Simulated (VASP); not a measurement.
Consider the following.

```xyz
4
Lattice="5.0510 2.5155 2.5155 2.5155 5.0510 2.5155 2.5155 2.5155 5.0510" Properties=species:S:1:pos:R:3 pbc="T T T"
Mn     0.0000     0.0000     0.0000
Mn     5.0409     5.0409     5.0409
S      2.5205     2.5205     2.5205
S      7.5614     7.5614     7.5614
```
Starting moments (μB, in the order of the record's atoms Mn Mn S S): 4.1 -4.1 0.0 0.0.

The numbers are results of vdW-DF-cx, VASP's PBE PAW potentials (set 64) (plane waves; VASP 6.6.1), not measurements. Numerical set-up: 520 eV cut-off, Gaussian smearing of 0.050 eV, potentials Mn_pv S.

### Question
Estimate the cell moment, band gap (along the path) with the smallest direct gap where there is one.

### Answer

```
Quantity                               Result
------------------------------------  -------
band gap (along the path)             0.42 eV
smallest direct gap (along the path)  0.83 eV
cell moment                           0.00 μB
```

The absolute energy has meaning only against runs of the same code, potentials and settings.

The compound is MnS in the rock salt, AFM-II order structure. It was relaxed first, which changed the volume by -9 %.
